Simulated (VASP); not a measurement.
SnSe2:

```
CELL_PARAMETERS angstrom
3.81100 0.00000 0.00000
-1.90550 3.30042 0.00000
0.00000 0.00000 6.13600
ATOMIC_POSITIONS crystal
Sn 0.00000 0.00000 0.00000
Se 0.33333 0.66667 0.24900
Se 0.66667 0.33333 0.75100
```

```yaml
Program: VASP 6.6.1
Task: relaxation of cell and atoms
Functional: PBE
Dispersion: D3(BJ)
Potentials_or_basis: VASP PAW PBE potentials, release 64 (Sn_d, Se)
Cutoff: 600 eV
k_mesh: 9 × 9 × 5
Occupations: gaussian, width 0.03 eV
Spin: no spin polarisation
```

At the start: pressure 3.3 GPa; volume 25.73 Å³/atom.

**Question.** Where does the relaxation end?

**Answer.** Over 15 steps the energy falls by 22.5 meV/atom and the volume is 25.57 Å³/atom (-0.6 %); space group P-3m1 (No. 164, to 0.05 Å).

Step by step:
```csv
step,energy change (eV),largest force (eV/Å),pressure (GPa),volume (Å³)
1,0.0000,0.8170,3.32,77.18
2,-0.0197,0.2899,-2.87,83.28
3,-0.0517,0.1634,-0.43,80.49
4,-0.0517,0.1750,-0.35,80.42
5,-0.0556,0.1286,-0.22,79.88
6,-0.0575,0.0774,-0.05,79.31
7,-0.0576,0.0634,0.00,79.15
8,-0.0596,0.0466,-0.06,78.93
9,-0.0641,0.0018,-0.24,78.26
10,-0.0665,0.0943,-0.45,76.89
11,-0.0668,0.0664,-0.38,77.28
12,-0.0669,0.0461,0.41,76.18
13,-0.0675,0.0072,0.05,76.70
14,-0.0675,0.0101,0.00,76.73
15,-0.0675,0.0087,0.02,76.71
```

Final structure:
```
Sn Se
1.0
     3.83942    0.00000    0.00000
    -1.91971    3.32504    0.00000
     0.00000    0.00000    6.00918
Sn Se
1 2
Direct
  0.00000 0.00000 0.00000
  0.33333 0.66667 0.26558
  0.66667 0.33333 0.73442
```
